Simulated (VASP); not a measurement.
Calculation: PBE GGA, VASP's PBE PAW potentials (set 64) (plane waves; VASP 6.6.1).

The input files of a VASP run:

POSCAR:
```
WSi2
4.5489860
 -0.3549190878   0.3549190878   0.8649075434
  0.3549190878  -0.3549190878   0.8649075434
  0.3549190878   0.3549190878  -0.8649075434
Si W
2 1
Direct
  0.6655888871   0.6655888871   0.0000000000
  0.3344111129   0.3344111129   0.0000000000
  0.0000000000   0.0000000000   0.0000000000
```

### INCAR
```
# general
SYSTEM  = WSi2
PREC    = Accurate
ENCUT   = 480   # plane-wave cut-off (eV)
LREAL   = .FALSE.   # projection in real space or not
LASPH   = .TRUE.   # aspherical one-centre terms

# electronic loop
EDIFF   = 1E-7
NELM    = 100   # most electronic steps
ALGO    = Normal   # blocked Davidson
LMAXMIX = 6   # l cut-off of mixed one-centre charges

# smearing
ISMEAR  = 1
SIGMA   = 0.1   # width (eV)

# functional
GGA     = PE   # PBE

# ions
ISIF    = 2   # forces and stress, cell fixed

# output
LWAVE   = .FALSE.
LCHARG  = .FALSE.
```

**KPOINTS**
```
kpoints
0
gamma
 12 12 12
```

POTCAR, in this order: Si W_sv (PBE.64 set). Program: vasp_std.

Task: What will the output report for the number of irreducible k-points (NKPTS), number of bands (NBANDS), largest plane-wave count, number of space-group operations, FFT grid (NGX, NGY, NGZ)?

Result: 
| Item | Value |
|---|---|
| number of irreducible k-points (NKPTS) | 163 |
| number of bands (NBANDS) | 15 |
| largest plane-wave count | 1000 |
| number of space-group operations | 16 |
| FFT grid (NGX, NGY, NGZ) | 36 × 36 × 36 |

The compound is WSi2 in the MoSi2 type structure. It was relaxed first.
